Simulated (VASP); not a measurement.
Energy against volume of Na2S (antifluorite). These are vdW-DF-cx, VASP's PBE PAW potentials (set 64) (plane waves; VASP) values and carry that method's errors. Settings: 520 eV cut-off, 6×6×6 Γ-centred mesh, Gaussian smearing of 0.050 eV, potentials Na_pv S.

| V (Å³/atom) | E (eV/atom) |
|---|---|
| 22.040 | -1.38430 |
| 22.743 | -1.39131 |
| 23.446 | -1.39395 |
| 24.150 | -1.39284 |

Task: Fit these four points and predict the energy of the run at 24.853 Å³/atom.

Result: A cubic in V^(−2/3), the third-order Birch-Murnaghan form, passes through the four points with V0 = 23.57 Å³/atom and B0 = 28 GPa, and gives -1.3885 eV/atom there. The run gave -1.3885 eV/atom, -0.0 meV/atom from the fit; all five points give B0 = 28 GPa.

The compound is Na2S in the antifluorite structure. It was relaxed first.
